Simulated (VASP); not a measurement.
Data:

```xyz
4
Lattice="3.9453 0.0000 0.0000 0.0000 3.9453 0.0000 0.0000 0.0000 3.9453" Properties=species:S:1:pos:R:3 pbc="T T T"
Ti     0.0000     0.0000     0.0000
Pt     0.0000     1.9726     1.9726
Pt     1.9726     0.0000     1.9726
Pt     1.9726     1.9726     0.0000
```

All values below come from PBE GGA, VASP's PBE PAW potentials (set 64) (plane waves; VASP 6.6.1). Numerical set-up: 480 eV cut-off, 8×8×8 Γ-centred mesh, first-order Methfessel-Paxton smearing of 0.10 eV, potentials Ti_sv Pt.

Question: The ions, cell shape and volume at an external pressure of 5.0 GPa are relaxed. Give the cell that the relaxation ends in.

Answer: 
```xyz
4
Lattice="3.9203 0.0000 0.0000 0.0000 3.9203 0.0000 0.0000 0.0000 3.9203" Properties=species:S:1:pos:R:3 pbc="T T T"
Ti     0.0000     0.0000     0.0000
Pt     0.0000     1.9602     1.9602
Pt     1.9602     0.0000     1.9602
Pt     1.9602     1.9602     0.0000
```
Space group Pm-3m (221), at a tolerance of 0.03 Å.

Question: How do energy and volume change from the first to the last step?

Answer: The energy (σ→0) changes by +4.6 meV/atom and the volume by -1.9 %, in 3 ionic steps.

The compound is Pt3Ti in the L1_2 structure. This run relaxes it under an external pressure of 5 GPa. Symmetry was kept, so distortions that lower it aren't found.
